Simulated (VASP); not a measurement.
Given:

```xyz
4
Lattice="3.1889 0.0000 0.0000 -1.5945 2.7617 0.0000 0.0000 0.0000 5.1924" Properties=species:S:1:pos:R:3 pbc="T T T"
Ga     1.5945     0.9206     2.5914
Ga     0.0000     1.8411     5.1876
N      1.5945     0.9206     4.5481
N      0.0000     1.8411     1.9519
```

Computed with PBE GGA, VASP's PBE PAW potentials (set 64) (plane waves; VASP). Settings: PREC = Normal, 500 eV cut-off, 5×5×3 Γ-centred mesh, Gaussian smearing of 0.010 eV, potentials Ga_d_GW N_GW_new.

Task: Give the stress tensor in GPa (positive for a compressed cell).

Result: 
```
4.66  0.00  0.00
0.00  4.66  0.00
0.00  0.00  4.63
```
The pressure is its mean diagonal, 4.65 GPa.

The structure comes from a computed database's GaN entry (P6_3mc); how it stands against other phases isn't given here. The cell was not relaxed at this level. The k-mesh is coarse (spacing up to 0.46 per Å, 2π included), so the numbers may not be converged in it.
